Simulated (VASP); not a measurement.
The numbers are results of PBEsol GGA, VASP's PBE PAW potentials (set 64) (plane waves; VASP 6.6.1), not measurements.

Input for VASP

### INCAR
```
SYSTEM = BN
PREC = Accurate
ENCUT = 520
EDIFF = 1E-6
NELM = 100
ALGO = Normal
LREAL = .FALSE.
LASPH = .TRUE.
ISMEAR = 0
SIGMA = 0.05
GGA = PS
LWAVE = .FALSE.
LCHARG = .FALSE.
IBRION = 2
ISIF = 3
NSW = 60
EDIFFG = -0.01
```

File KPOINTS:
```
K-points
0
Gamma
  11 11 11
```

### POSCAR
```
BN
1.0
  0.0000000000   1.7897860000   1.7897860000
  1.7897860000   0.0000000000   1.7897860000
  1.7897860000   1.7897860000   0.0000000000
B N
1 1
direct
  0.0000000000   0.0000000000   0.0000000000
  0.2500000000   0.2500000000   0.2500000000
```

POTCAR, in this order: B N (PBE.64 set). Program: vasp_std.

Q: What will the output report for the number of irreducible k-points (NKPTS), number of bands (NBANDS), largest plane-wave count, number of space-group operations, FFT grid (NGX, NGY, NGZ)?

A: 
```yaml
number of irreducible k-points (NKPTS): 56
number of bands (NBANDS): 8
largest_plane_wave_count: 331
number_of_space_group_operations: 24
FFT grid (NGX, NGY, NGZ): 20 × 20 × 20
```

The structure was generated: BN was put into the zinc blende type (F-43m), which need not be its known phase. This run relaxes it. Symmetry was kept, so distortions that lower it aren't found.
